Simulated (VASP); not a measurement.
TlBr (CsCl type):

```
TlBr
1.0
    3.99000     0.00000     0.00000
    0.00000     3.99000     0.00000
    0.00000     0.00000     3.99000
Tl Br
1 1
Direct
  0.00000   0.00000   0.00000
  0.50000   0.50000   0.50000
```

The lowest empty band near R, direction [100], from PBE with spin-orbit coupling in VASP (PAW); its two spin partners are averaged. The gap over the points computed is 1.38 eV, and the next band on that side lies 1.09 eV away at the edge.

Settings: 400 eV cut-off, 8×8×8 Γ-centred mesh, Gaussian smearing of 0.050 eV, potentials Tl_d Br.

```json
[
 {"distance from the edge in k (1/Å)": "0.018", "distance in energy (meV)": "4.1"},
 {"distance from the edge in k (1/Å)": "0.025", "distance in energy (meV)": "7.9"},
 {"distance from the edge in k (1/Å)": "0.035", "distance in energy (meV)": "15.4"},
 {"distance from the edge in k (1/Å)": "0.050", "distance in energy (meV)": "31.2"},
 {"distance from the edge in k (1/Å)": "0.070", "distance in energy (meV)": "60.7"}
]
```

Fit E(1 + αE) = ħ²k²/2m* (ħ²/2m0 = 3.810 eV Å²) and predict the row at 0.095 1/Å.

Least squares on the energies gives the electron mass m* = 0.302 m0 and α = 0.30 per eV, and so 110.2 meV. The run gave 110.6 meV, +0.4 meV from the fit.

Left out are points under 3 meV from the edge, since the levels carry 0.1 meV, and points farther than half the way to the next band.

The compound is TlBr in the CsCl type structure. The cell was not relaxed at this level.
